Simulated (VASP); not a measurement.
All values below come from r2SCAN meta-GGA, VASP's PBE PAW potentials (set 64) (plane waves; VASP).

VASP ran on this input.

### KPOINTS
```
Automatic mesh
0
Gamma
6 6 5
0 0 0
```

File KPOINTS_OPT:
```
k-points along high-symmetry lines
5
Line-mode
Reciprocal
  0.000000   0.000000   0.000000 ! GAMMA
  0.500000   0.500000   0.000000 ! Y

  0.500000   0.500000   0.000000 ! Y
  0.552469   0.447531   0.000000 ! F_0

  0.447531  -0.447531   0.000000 ! DELTA_0
  0.000000   0.000000   0.000000 ! GAMMA

  0.000000   0.000000   0.000000 ! GAMMA
  0.000000   0.000000  -0.500000 ! Z

  0.000000   0.000000  -0.500000 ! Z
  0.447531  -0.447531  -0.500000 ! B_0

  0.552469   0.447531  -0.500000 ! G_0
  0.500000   0.500000  -0.500000 ! T

  0.500000   0.500000  -0.500000 ! T
  0.500000   0.500000   0.000000 ! Y

  0.000000   0.000000   0.000000 ! GAMMA
  0.500000   0.000000   0.000000 ! S

  0.500000   0.000000   0.000000 ! S
  0.500000   0.000000  -0.500000 ! R

  0.500000   0.000000  -0.500000 ! R
  0.000000   0.000000  -0.500000 ! Z

  0.000000   0.000000  -0.500000 ! Z
  0.500000   0.500000  -0.500000 ! T
```

### INCAR
```
ALGO=Normal
EDIFF=1E-7
ENCUT=400
ISIF=2
ISMEAR=-5
LASPH=.TRUE.
LCHARG=.FALSE.
LEFG=.TRUE.
LMAXMIX=4
LMIXTAU=.TRUE.
LORBIT=11
LREAL=.FALSE.
LWAVE=.FALSE.
METAGGA=R2SCAN
NEDOS=601
NELM=100
PREC=Accurate
SYSTEM=HBr
```

**POSCAR**
```
HBr
4.1598280
  0.7651393412  -0.6438646191   0.0000000000
  0.7651393412   0.6438646191   0.0000000000
  0.0000000000   0.0000000000   1.2972048821
H Br
2 2
Cartesian
  0.7651393412  -0.5740848748   0.2373955943
  0.7651393412   0.5740848748   0.8859980354
  0.7651393412  -0.3228299264   1.2920089616
  0.7651393412   0.3228299264   0.6434065206
```

POTCAR, in this order: H Br (PBE.64 set). Program: vasp_std.

Task: What will the output report for the number of irreducible k-points (NKPTS), number of bands (NBANDS), largest plane-wave count, number of space-group operations, FFT grid (NGX, NGY, NGZ)?

Result: 
```
Quantity                                      Result
--------------------------------------  ------------
number of irreducible k-points (NKPTS)            39
number of bands (NBANDS)                          12
largest plane-wave count                        1702
number of space-group operations                   4
FFT grid (NGX, NGY, NGZ)                28 × 28 × 36
```

The structure comes from a measured HBr entry (Cmc2_1) of the Crystallography Open Database, whose conditions weren't checked. It was relaxed first.
